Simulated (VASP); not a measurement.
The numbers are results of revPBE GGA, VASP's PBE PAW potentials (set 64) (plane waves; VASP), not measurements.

A VASP calculation is set up with these files.

INCAR:
```
SYSTEM = ZnO
PREC = Accurate
ENCUT = 520
EDIFF = 1E-6
NELM = 100
ALGO = Normal
LREAL = .FALSE.
LASPH = .TRUE.
ISMEAR = 0
SIGMA = 0.05
GGA = RE
LMAXMIX = 4
LWAVE = .FALSE.
LCHARG = .FALSE.
IBRION = 2
ISIF = 3
NSW = 60
EDIFFG = -0.02
```

### KPOINTS
```
Automatic
0
G
 7 7 4
```

### POSCAR
```
ZnO
1.0
  1.6611731534  -2.8772367688   0.0000000000
  1.6611731534   2.8772367688   0.0000000000
  0.0000000000   0.0000000000   5.3250940186
Zn O
2 2
Direct
  0.6666670000   0.3333330000   0.5002224505
  0.3333330000   0.6666670000   0.0002224505
  0.6666670000   0.3333330000   0.8817775495
  0.3333330000   0.6666670000   0.3817775495
```

POTCAR, in this order: Zn O (PBE.64 set). Program: vasp_std.

Output

### OSZICAR
```
       N       E                     dE             d eps       ncg     rms          rms(c)
DAV:   1     0.291706919864E+03    0.29171E+03   -0.19097E+04  1056   0.236E+03
DAV:   2     0.118736812903E+02   -0.27983E+03   -0.26969E+03  1134   0.441E+02
DAV:   3    -0.192261639770E+02   -0.31100E+02   -0.30869E+02  1200   0.155E+02
DAV:   4    -0.198333262841E+02   -0.60716E+00   -0.60625E+00  1176   0.232E+01
DAV:   5    -0.198381280348E+02   -0.48018E-02   -0.48012E-02  1230   0.197E+00    0.140E+01
DAV:   6    -0.164173948100E+02    0.34207E+01   -0.12299E+01  1826   0.742E+01    0.831E+00
DAV:   7    -0.165923422940E+02   -0.17495E+00   -0.26985E+00  1150   0.198E+01    0.500E+00
DAV:   8    -0.166266515487E+02   -0.34309E-01   -0.81450E-01  1582   0.906E+00    0.179E+00
DAV:   9    -0.165646020421E+02    0.62050E-01   -0.18995E-01  1612   0.790E+00    0.323E-01
DAV:  10    -0.165687648351E+02   -0.41628E-02   -0.57638E-02  1074   0.174E+00    0.168E-01
DAV:  11    -0.165688779214E+02   -0.11309E-03   -0.13353E-03  1312   0.363E-01    0.454E-02
DAV:  12    -0.165689676265E+02   -0.89705E-04   -0.11064E-04  1158   0.913E-02    0.404E-02
DAV:  13    -0.165689715773E+02   -0.39508E-05   -0.47261E-05  1286   0.878E-02    0.148E-02
DAV:  14    -0.165689698863E+02    0.16910E-05   -0.20149E-05  1164   0.415E-02    0.348E-03
DAV:  15    -0.165689697005E+02    0.18584E-06   -0.15188E-06   774   0.158E-02
   1 F= -.16568970E+02 E0= -.16568970E+02  d E =-.165690E+02
       N       E                     dE             d eps       ncg     rms          rms(c)
DAV:   1    -0.165697997597E+02   -0.82987E-03   -0.36864E-02  1056   0.187E+00    0.185E-01
DAV:   2    -0.165693537527E+02    0.44601E-03   -0.16816E-03  1330   0.745E-01    0.957E-02
DAV:   3    -0.165691979772E+02    0.15578E-03   -0.10367E-04  1328   0.181E-01    0.409E-02
DAV:   4    -0.165691681971E+02    0.29780E-04   -0.61388E-05  1420   0.104E-01    0.594E-03
DAV:   5    -0.165691692922E+02   -0.10951E-05   -0.12117E-05  1068   0.426E-02    0.332E-03
DAV:   6    -0.165691693471E+02   -0.54932E-07   -0.44836E-07   528   0.173E-02
   2 F= -.16569169E+02 E0= -.16569169E+02  d E =-.199647E-03
       N       E                     dE             d eps       ncg     rms          rms(c)
DAV:   1    -0.165708592086E+02   -0.16899E-02   -0.91140E-02  1056   0.294E+00    0.288E-01
DAV:   2    -0.165697705848E+02    0.10886E-02   -0.40637E-03  1330   0.117E+00    0.151E-01
DAV:   3    -0.165693836406E+02    0.38694E-03   -0.26057E-04  1336   0.282E-01    0.635E-02
DAV:   4    -0.165693128309E+02    0.70810E-04   -0.14843E-04  1414   0.161E-01    0.926E-03
DAV:   5    -0.165693155533E+02   -0.27224E-05   -0.29944E-05  1116   0.686E-02    0.522E-03
DAV:   6    -0.165693155694E+02   -0.16089E-07   -0.11566E-06   576   0.246E-02
   3 F= -.16569316E+02 E0= -.16569316E+02  d E =-.345869E-03
       N       E                     dE             d eps       ncg     rms          rms(c)
DAV:   1    -0.165699825749E+02   -0.66702E-03   -0.46169E-02  1094   0.236E+00    0.188E-01
DAV:   2    -0.165695493411E+02    0.43323E-03   -0.31225E-03  1394   0.916E-01    0.771E-02
DAV:   3    -0.165694775520E+02    0.71789E-04   -0.65767E-05  1498   0.214E-01    0.445E-02
DAV:   4    -0.165694518998E+02    0.25652E-04   -0.51434E-05  1240   0.839E-02    0.727E-03
DAV:   5    -0.165694520038E+02   -0.10399E-06   -0.82978E-06  1104   0.325E-02
   4 F= -.16569452E+02 E0= -.16569452E+02  d E =-.136434E-03
```

**OUTCAR**
```
------------------------ aborting loop because EDIFF is reached ----------------------------------------
  FORCE on cell =-STRESS in cart. coord.  units (eV):
  Direction    XX          YY          ZZ          XY          YZ          ZX
  --------------------------------------------------------------------------------------
  Total       -0.0368224     -0.0368224     -0.0587101      0.0000000     -0.0000000      0.0000000
  in kB       -1.1582155     -1.1582159     -1.8466731      0.0000000     -0.0000000      0.0000000
  external PRESSURE =      -1.3877015 kB  Pullay stress =       0.0000000 kB
  volume of cell :       50.94
      direct lattice vectors                 reciprocal lattice vectors
     1.658619896 -2.872814394 -0.000000000     0.301455446 -0.174045355  0.000000000
     1.658619896  2.872814394 -0.000000000     0.301455446  0.174045355 -0.000000000
     0.000000000  0.000000000  5.345016049     0.000000000  0.000000000  0.187090177
  FREE ENERGIE OF THE ION-ELECTRON SYSTEM (eV)
  ---------------------------------------------------
  free  energy   TOTEN  =       -16.5694520038 eV

  energy  without entropy=      -16.5694520038  energy(sigma->0) =      -16.56945200

 reached required accuracy - stopping structural energy minimisation
```
(Selected blocks of OUTCAR.)

File CONTCAR:
```
ZnO
   1.00000000000000
     1.6586198956413869   -2.8728143944854634   -0.0000000000000000
     1.6586198956413869    2.8728143944854634   -0.0000000000000000
     0.0000000000000000    0.0000000000000000    5.3450160491553920
  Zn              O
     2     2
Direct
     0.6666669999999968    0.3333330000000032    0.5009348263464017
     0.3333330000000032    0.6666669999999968    0.0009348263464018
     0.6666669999999968    0.3333330000000032    0.8810651736535962
     0.3333330000000032    0.6666669999999968    0.3810651736535960
```

### OUTCAR
```
 val. band max:        0.7561567415   @ k =   0.0000   0.0000   0.0000

 cond. band min:       1.5075754513   @ k =   0.0000   0.0000   0.0000


 Fermi energy:         1.0269098483

 k-point     1 :       0.0000    0.0000    0.0000
  band No.  band energies     occupation
      1     -16.8827      2.00000
      2     -16.2704      2.00000
      3      -4.6374      2.00000
      4      -4.6374      2.00000
      5      -4.5882      2.00000
      6      -4.4681      2.00000
      7      -4.4681      2.00000
      8      -4.3559      2.00000
      9      -3.6401      2.00000
     10      -3.6401      2.00000
     11      -3.4613      2.00000
     12      -3.4613      2.00000
     13      -3.1963      2.00000
     14       0.0444      2.00000
     15       0.0444      2.00000
     16       0.6865      2.00000
     17       0.7562      2.00000
     18       0.7562      2.00000
     19       1.5076      0.00000
     20       5.7897      0.00000
     21       8.8173      0.00000
     22      13.3754      0.00000

 k-point     2 :       0.1429    0.0000    0.0000
  band No.  band energies     occupation
      1     -16.7889      2.00000
      2     -16.2296      2.00000
      3      -4.7227      2.00000
      4      -4.5812      2.00000
      5      -4.5387      2.00000
      6      -4.4635      2.00000
      7      -4.3865      2.00000
      8      -4.2288      2.00000
      9      -3.6772      2.00000
     10      -3.6424      2.00000
     11      -3.4536      2.00000
     12      -3.3547      2.00000
     13      -3.2160      2.00000
     14      -0.6239      2.00000
     15      -0.1959      2.00000
     16      -0.1684      2.00000
     17       0.5631      2.00000
     18       0.6251      2.00000
     19       2.6950      0.00000
     20       6.5284      0.00000
     21       8.8313      0.00000
     22      11.7762      0.00000

 k-point     3 :       0.2857   -0.0000    0.0000
  band No.  band energies     occupation
      1     -16.5602      2.00000
...
```

The compound is ZnO in the wurtzite structure. This run relaxes it. Symmetry was kept, so distortions that lower it aren't found. The start is the result of an earlier pass.
